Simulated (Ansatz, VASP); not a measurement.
# Cross-check of WSe2 between VASP and Ansatz, part 2 of 2

One calculation is typed for both programs; each brings its own data sets. How far apart do they land? The cell is taken from a series of runs on this material, whose earlier steps may have relaxed, scaled, displaced or heated it; both programs get it as it stands.

VASP 6.6.1 and Ansatz 0.2.0.

So far. Step 4 (Comparison): The forces differ by 6.9 meV/Å r.m.s., which is 4.0 % of the r.m.s. force of 0.172 eV/Å (both taken over all components). A gap on the mesh is an upper bound, since the band edges may lie between its points; neither run holds spin-orbit coupling, which can move the band edges of a compound of W.

## 5. VASP: single point, LDA, pair 2

Level of this step: LDA, no spin polarisation; plane waves and PAW (W, Se) (VASP).

With cell and atoms fixed, the geometry can't cause a difference; cores, projectors, grids and the points listed under the comparison can. This pair takes another cell of the material, with 6 atoms against 3 for the pair before.

INCAR

```
SYSTEM = WSe2
PREC = Accurate
ENCUT = 600
EDIFF = 1E-06
NELM = 120
ISMEAR = -1
SIGMA = 0.02
LREAL = .FALSE.
ALGO = Normal
GGA = PW92
NBANDS = 24
LASPH = .TRUE.
LORBIT = 11
LWAVE = .FALSE.
LCHARG = .FALSE.
ISIF = 2
GGA_COMPAT = .FALSE.
EFERMI = MIDGAP
KPAR = 2
```

POSCAR

```
WSe2
1.0
    3.2996462040      0.0000000000      0.0000000000
   -1.6498231020      2.8575774362      0.0000000000
    0.0000000000      0.0000000000     23.8910930899
W Se
2 4
Direct
    0.6666666667      0.3333333333      0.1377794507
    0.3333333333      0.6666666667      0.8622205493
    0.3333333333      0.6666666667      0.2074562482
    0.6666666667      0.3333333333      0.9319578585
    0.3333333333      0.6666666667      0.0680421415
    0.6666666667      0.3333333333      0.7925437518
```

KPOINTS

```
Automatic mesh
0
Gamma
12 12 2
0 0 0
```

Potentials, in the order of the species: W and Se (LDA family, release 64).

The run is started by

```console
mpirun -np 2 vasp_std
```

Numbers of over 12 decimals in the logs are rounded to 6 here.

The log of the run:

```text
[banner, memory and clock lines left out]
running    2 mpi-ranks, on    1 nodes
[...]
[... a notice as in an earlier step ...]

 LDA part: xc-table for (Slater(with rela. corr.)+PW92), standard interpolation
 POSCAR, INCAR and KPOINTS ok, starting setup
[...]
entering main loop
       N       E                     dE             d eps       ncg     rms          rms(c)
DAV:   1     0.245852518162E+03    0.24585E+03   -0.15118E+04  1824   0.135E+03
DAV:   2    -0.244147178296E+02   -0.27027E+03   -0.26157E+03  2712   0.241E+02
DAV:   3    -0.498759730858E+02   -0.25461E+02   -0.25267E+02  2376   0.791E+01
DAV:   4    -0.505775193196E+02   -0.70155E+00   -0.69814E+00  2552   0.146E+01
[...]
DAV:  20    -0.484649277825E+02   -0.97975E-05   -0.82324E-07  1640   0.231E-03    0.149E-03
DAV:  21    -0.484649288257E+02   -0.10432E-05   -0.59776E-08  1208   0.948E-04    0.446E-04
DAV:  22    -0.484649292604E+02   -0.43464E-06   -0.28288E-08  1048   0.615E-04
   1 F= -.48464929E+02 E0= -.48464929E+02  d E =-.122152E-15
```

Parts of OUTCAR (step 5):

```text
  Total       -3.7098027     -3.7098027     -2.5907375     -0.0000000      0.0000000     -0.0000000
  in kB      -26.3851754    -26.3851754    -18.4260644     -0.0000000      0.0000000     -0.0000000
  external PRESSURE =     -23.7321384 kB  Pullay stress =       0.0000000 kB

 POSITION                                       TOTAL-FORCE (eV/Angst)
 -----------------------------------------------------------------------------------
      1.64982      0.95253      3.29170        -0.000000     -0.000000      0.011223
     -0.00000      1.90505     20.59939         0.000000      0.000000     -0.011223
     -0.00000      1.90505      4.95636        -0.000000      0.000000     -0.360485
      1.64982      0.95253     22.26549        -0.000000      0.000000     -0.282446
     -0.00000      1.90505      1.62560         0.000000     -0.000000      0.282446
      1.64982      0.95253     18.93474         0.000000     -0.000000      0.360485
 -----------------------------------------------------------------------------------
    total drift:                                0.000000     -0.000000     -0.000000

  FREE ENERGIE OF THE ION-ELECTRON SYSTEM (eV)
  ---------------------------------------------------
  free  energy   TOTEN  =       -48.4649292604 eV

  energy  without entropy=      -48.4649292604  energy(sigma->0) =      -48.46492926

[... 3 further parts left out ...]
[key lines of the parts left out:]
E-fermi :   1.0129
```

The run ends at a pressure of -2.37 GPa, with forces up to 0.36 eV/Å.

## 6. Ansatz: single point, LDA, pair 2

The same cell, functional (in two slightly different forms), mesh and smearing now go to Ansatz, which takes its cutoff from its data sets.

The cell is taken from a series of runs on this material, whose earlier steps may have relaxed, scaled, displaced or heated it; both programs get it as it stands.

input.yaml

```yaml
crystal:
  lattice:
    - [3.299646204, 0.0, 0.0]
    - [-1.649823102, 2.8575774362, 0.0]
    - [0.0, 0.0, 23.8910930899]
  atoms:
    - { symbol: W, position: [0.6666666667, 0.3333333333, 0.1377794507] }
    - { symbol: W, position: [0.3333333333, 0.6666666667, 0.8622205493] }
    - { symbol: Se, position: [0.3333333333, 0.6666666667, 0.2074562482] }
    - { symbol: Se, position: [0.6666666667, 0.3333333333, 0.9319578585] }
    - { symbol: Se, position: [0.3333333333, 0.6666666667, 0.0680421415] }
    - { symbol: Se, position: [0.6666666667, 0.3333333333, 0.7925437518] }
kpoints:
  mp_grid: { grid: [12, 12, 2] }
hamiltonian:
  xc: lda
  pseudopotentials: { kind: paw, source: ansatz }
scf:
  occupations: { method: fermi_dirac, width: 0.02 }
  n_extra_bands: 6
output:
  eigenvalues: true
  forces: true
  stress: true
```

The run is started by

```console
ansatz run input.yaml --threads 8 --pin off --max-ram 18432MiB --backend cpu --events-out ev --progress --plain --runs-dir out
```

The log of the run:

```text
[...]
Crystal: 6 atoms, lattice volume = 225.269 Å³
Basis set: ecut = 760 eV, 10793 PW (Γ)
Bands: 66, of which v1, the nominal top of the filled ones, is band 60 counted from 1 (59 counted from 0)
Symmetry: 12 space group operations
[...]
k-points: 38 of 288
[...]
k-point 0: bands = [... 56 lower, 3.9977, 3.9977, 4.7426, 5.3474, 8.1740, 8.1740, 8.1996, 8.1996, ... 2 higher]
  k-point 1: bands = [... 56 lower, 3.9977, 3.9977, 4.7426, 5.3474, 8.1740, 8.1740, 8.1996, 8.1996, ... 2 higher]
  k-point 2: bands = [... 56 lower, 3.9796, 4.1846, 4.7379, 5.2381, 7.9196, 7.9444, 7.9460, 8.0546, ... 2 higher]
  k-point 37: bands = [... 56 lower, 2.9410, 2.9410, 5.1579, 5.2658, 6.7959, 6.7959, 7.7558, 8.3142, ... 2 higher]
[key lines of the parts left out:]
SCF converged after 11 iterations
Free energy (F): -56786.563733 eV
Fermi energy:    6.010918 eV
P = ⅓ Tr σ = -2.2772 GPa (-22.772 kbar)
```

## 7. Comparison

What differs besides the data sets and the points named for the pairs above, as far as they apply: the data sets hold 120 valence electrons in Ansatz (on PAW files that the input asks for by source) and 36 in VASP. Total energies have different zeros and are not compared.

Both answers:

| quantity | Ansatz | VASP | difference |
| --- | --- | --- | --- |
| pressure (GPa) | -2.28 | -2.37 | +0.10 |
| gap on the k mesh (eV) | 1.362 | 1.359 | +0.003 |

Forces (eV/Å; atoms numbered as in POSCAR):

| atom | Ansatz x, y, z | VASP x, y, z |
| --- | --- | --- |
| W1 | 0.000, 0.000, 0.010 | 0.000, 0.000, 0.011 |
| W2 | 0.000, 0.000, -0.010 | 0.000, 0.000, -0.011 |
| Se3 | 0.000, 0.000, -0.346 | 0.000, 0.000, -0.360 |
| Se4 | 0.000, 0.000, -0.267 | 0.000, 0.000, -0.282 |
| Se5 | 0.000, 0.000, 0.267 | 0.000, 0.000, 0.282 |
| Se6 | 0.000, 0.000, 0.346 | 0.000, 0.000, 0.360 |

The forces differ by 7.0 meV/Å r.m.s., which is 4.6 % of the r.m.s. force of 0.153 eV/Å (both taken over all components). A gap on the mesh is an upper bound, since the band edges may lie between its points; neither run holds spin-orbit coupling, which can move the band edges of a compound of W.

## 8. VASP: single point, r2SCAN

A single point gives forces, pressure and levels at one fixed geometry, so differences don't come from the geometry; what else differs is listed under the comparison. This pair takes another cell of the material, with 3 atoms against 6 for the pair before.

INCAR

```
SYSTEM = WSe2
PREC = Accurate
ENCUT = 660
EDIFF = 1E-06
NELM = 120
ISMEAR = 0
SIGMA = 0.01
LREAL = .FALSE.
ALGO = Normal
METAGGA = R2SCAN
LASPH = .TRUE.
NBANDS = 15
LORBIT = 11
LWAVE = .FALSE.
LCHARG = .FALSE.
ISIF = 2
GGA_COMPAT = .FALSE.
EFERMI = MIDGAP
LMIXTAU = .TRUE.
KPAR = 2
```

POSCAR

```
WSe2
1.0
    3.2996977221      0.0000000000      0.0000000000
   -1.6498488611      2.8576220521      0.0000000000
    0.0000000000      0.0000000000     16.6497436986
W Se
1 2
Direct
    0.0000000000      0.0000000000      0.0000000000
    0.3333333333      0.6666666667      0.1000080529
    0.3333333333      0.6666666667      0.8999919471
```

KPOINTS is that of step 5.

PAW data sets: W and Se (PBE family, release 64).

The run is started by

```console
mpirun -np 2 vasp_std
```

The log of the run:

```text
[banner, memory and clock lines left out]
running    2 mpi-ranks, on    1 nodes
[...]
[... a notice as in an earlier step ...]

 LDA part: xc-table for (None), standard interpolation
 POSCAR, INCAR and KPOINTS ok, starting setup
[...]
entering main loop
       N       E                     dE             d eps       ncg     rms          rms(c)
DAV:   1     0.651300327044E+02    0.65130E+02   -0.73490E+03  1140   0.111E+03
DAV:   2    -0.710537925205E+02   -0.13618E+03   -0.12596E+03  1759   0.199E+02
DAV:   3    -0.842625654135E+02   -0.13209E+02   -0.13072E+02  1567   0.677E+01
DAV:   4    -0.844910182598E+02   -0.22845E+00   -0.22812E+00  1436   0.104E+01
[...]
DAV:  38    -0.818540307785E+02   -0.88797E-05   -0.26851E-06  1175   0.227E-02    0.484E-03
DAV:  39    -0.818540397307E+02   -0.89522E-05   -0.34428E-06  1245   0.193E-02    0.302E-03
DAV:  40    -0.818540396812E+02    0.49432E-07   -0.47881E-07  1067   0.103E-02
   1 F= -.81854040E+02 E0= -.81854040E+02  d E =0.000000E+00
```

OUTCAR, selected parts (step 8):

```text
  Total        0.1986075      0.1986075     -0.1569009     -0.0000000     -0.0000000      0.0000000
  in kB        2.0268417      2.0268417     -1.6012149     -0.0000000     -0.0000000      0.0000000
  external PRESSURE =       0.8174895 kB  Pullay stress =       0.0000000 kB

 POSITION                                       TOTAL-FORCE (eV/Angst)
 -----------------------------------------------------------------------------------
      0.00000      0.00000      0.00000         0.000000     -0.000000      0.000000
     -0.00000      1.90508      1.66511        -0.000000     -0.000000     -0.043499
     -0.00000      1.90508     14.98464         0.000000      0.000000      0.043499
 -----------------------------------------------------------------------------------
    total drift:                                0.000000     -0.000000     -0.000000

  FREE ENERGIE OF THE ION-ELECTRON SYSTEM (eV)
  ---------------------------------------------------
  free  energy   TOTEN  =       -81.8540396812 eV

  energy  without entropy=      -81.8540396812  energy(sigma->0) =      -81.85403968

[... 1 part as in an earlier step ...]

[... 2 further parts left out ...]
[key lines of the parts left out:]
E-fermi :  -0.5617
```

The run ends at a pressure of 0.08 GPa, with forces up to 0.043 eV/Å.

## 9. Ansatz: single point, r2SCAN

The same cell, functional and mesh now go to Ansatz, which takes its cutoff from its data sets.

The cell is taken from a series of runs on this material, whose earlier steps may have relaxed, scaled, displaced or heated it; both programs get it as it stands.

input.yaml

```yaml
crystal:
  lattice:
    - [3.2996977221, 0.0, 0.0]
    - [-1.6498488611, 2.8576220521, 0.0]
    - [0.0, 0.0, 16.6497436986]
  atoms:
    - { symbol: W, position: [0.0, 0.0, 0.0] }
    - { symbol: Se, position: [0.3333333333, 0.6666666667, 0.1000080529] }
    - { symbol: Se, position: [0.3333333333, 0.6666666667, 0.8999919471] }
kpoints:
  mp_grid: { grid: [12, 12, 2] }
hamiltonian:
  xc: r2scan
  pseudopotentials: { kind: paw, source: ansatz }
scf:
  occupations: { method: fixed }
  n_extra_bands: 5
  convergence: { dr2_threshold: 1.0e-09 }
output:
  eigenvalues: true
  forces: true
  stress: true
```

The run is started by

```console
ansatz run input.yaml --threads 8 --pin off --max-ram 18432MiB --backend cpu --events-out ev --progress --plain --runs-dir out
```

The log of the run:

```text
[...]
Crystal: 3 atoms, lattice volume = 156.995 Å³
Basis set: ecut = 950 eV, 10481 PW (Γ), exchange–correlation on 180×180×864 points (64 copies of the dense FFT grid, shifted against one another)
Bands: 35, of which v1, the nominal top of the filled ones, is band 30 counted from 1 (29 counted from 0)
Symmetry: 12 space group operations
[...]
k-point 0: bands = [... 26 lower, 0.0484, 0.9891, 0.9891, 2.0195, 5.4607, 5.4607, 5.6309, 5.6309, ... 1 higher]
  k-point 1: bands = [... 26 lower, 0.0484, 0.9891, 0.9891, 2.0195, 5.4607, 5.4607, 5.6309, 5.6309, ... 1 higher]
  k-point 2: bands = [... 26 lower, -0.0891, 0.8069, 1.0435, 1.9803, 5.2258, 5.2603, 5.4920, 5.6499, ... 1 higher]
  k-point 37: bands = [... 26 lower, -1.6165, -1.1220, -0.1595, 2.3307, 4.0306, 5.4216, 6.0862, 7.6376, ... 1 higher]
[key lines of the parts left out:]
SCF converged after 11 iterations
Free energy (F): -28850.234987 eV
Fermi energy:    2.330672 eV
P = ⅓ Tr σ = 0.3488 GPa (3.488 kbar)
```

## 10. Side by side

What differs besides the data sets and the points named for the pairs above, as far as they apply: VASP keeps PBE cores, Ansatz makes them for the functional; the data sets hold 60 valence electrons in Ansatz (on PAW files that the input asks for by source) and 18 in VASP; the cutoff is 950 eV in Ansatz and 660 eV in VASP. Total energies have different zeros and are not compared.

Compared:

| quantity | Ansatz | VASP | difference |
| --- | --- | --- | --- |
| pressure (GPa) | 0.35 | 0.08 | +0.27 |
| gap on the k mesh (eV) | 1.700 | 1.693 | +0.007 |

Forces (eV/Å; atoms numbered as in POSCAR):

| atom | Ansatz x, y, z | VASP x, y, z |
| --- | --- | --- |
| W1 | 0.000, 0.000, 0.000 | 0.000, 0.000, 0.000 |
| Se2 | 0.000, 0.000, 0.030 | 0.000, 0.000, -0.043 |
| Se3 | 0.000, 0.000, -0.030 | 0.000, 0.000, 0.043 |

The forces differ by 34 meV/Å r.m.s., which is 167.9 % of the r.m.s. force of 0.021 eV/Å (both taken over all components). A gap on the mesh is an upper bound, since the band edges may lie between its points; neither run holds spin-orbit coupling, which can move the band edges of a compound of W.

## 11. Other set-ups

Further runs change the set-up of one program: Ansatz's method, potentials or start, or VASP's data sets, cutoff or form of LDA. The table gives Ansatz less VASP for each quantity, since a change that brings one quantity closer may part another.

| run | r.m.s. force difference (meV/Å) | pressure (GPa) | gap on the k mesh (eV) |
| --- | --- | --- | --- |
| as above | 34 | 0.27 | 0.0066 |
| VASP with the data sets W_sv and Se_sv_GW | 14 | 0.47 | 2.1e-4 |

## 12. What came out

```yaml
r_m_s_force_difference_single_point_lda_pair_1: 6.9 meV/Å
r_m_s_force_difference_single_point_lda_pair_2: 7.0 meV/Å
r_m_s_force_difference_single_point_r2scan: 34 meV/Å
```

The r.m.s. force difference is 34 meV/Å (single point, r2SCAN), beyond the 12 meV/Å picked in this series as the mark of a large difference. The data sets hold unlike numbers of valence electrons (60 in Ansatz and 18 in VASP and 120 in Ansatz and 36 in VASP), so part of the differences comes from the potentials. Single point, r2SCAN, VASP with the data sets W_sv and Se_sv_GW: r.m.s. force difference goes from 34 to 14 meV/Å; the difference in pressure goes from 0.27 to 0.47 GPa; the difference in gap on the k mesh goes from 0.0066 to 2.1e-4 eV. 3 further runs of this series are not shown here. How closely two codes agree says nothing of how well the functional describes the real material.

[Lines on the potential files, build, host, timing and source positions are cut from VASP's logs without a mark.]

[Logs are printed without paths, hosts, clocks, repeated set-up lines and the standing remarks that a program may print on its own settings, such as how far it seeks lower states.]

[Hosts, paths, dates, database ids (printed as entryN), source tags and the programs' standing remarks are cut or masked in the printed files.]
